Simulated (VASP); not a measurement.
Fe:

```
CELL_PARAMETERS angstrom
-1.44300 1.44300 1.44300
1.44300 -1.44300 1.44300
1.44300 1.44300 -1.44300
ATOMIC_POSITIONS crystal
Fe 0.00000 0.00000 0.00000
```

| Item | Value |
| --- | --- |
| Program | VASP 6.6.1 |
| Task | relaxation of cell and atoms |
| Functional | LDA |
| Potentials or basis | VASP PAW LDA potentials, release 64 (Fe) |
| Cutoff | 600 eV |
| k mesh | 18 × 18 × 18 |
| Occupations | methfessel-paxton, width 0.1 eV |
| Spin | collinear spin, ferromagnetic start |
| Starting moments | [2.5] μB |

At the start: pressure -26.5 GPa; volume 12.02 Å³/atom.

**Question.** Where does the relaxation end?

**Answer.** Over 7 steps the energy falls by 155.6 meV/atom and the volume is 10.36 Å³/atom (-13.8 %); space group Im-3m (No. 229, to 0.05 Å); moment 1.95 μB per cell.

Step by step:
```csv
step,energy change (eV),largest force (eV/Å),pressure (GPa),volume (Å³)
1,0.0000,0.0000,-26.49,12.02
2,0.0665,0.0000,56.08,8.88
3,-0.1554,0.0000,-1.30,10.41
4,-0.1556,0.0000,-0.47,10.37
5,-0.1556,0.0000,0.32,10.34
6,-0.1556,0.0000,-0.17,10.37
7,-0.1556,0.0000,-0.05,10.36
```

Final structure:
```
CELL_PARAMETERS angstrom
-1.37320 1.37320 1.37320
1.37320 -1.37320 1.37320
1.37320 1.37320 -1.37320
ATOMIC_POSITIONS crystal
Fe 0.00000 0.00000 0.00000
```

Caveat: the volume moved by -14 % from the deposited cell, more than functionals usually miss.
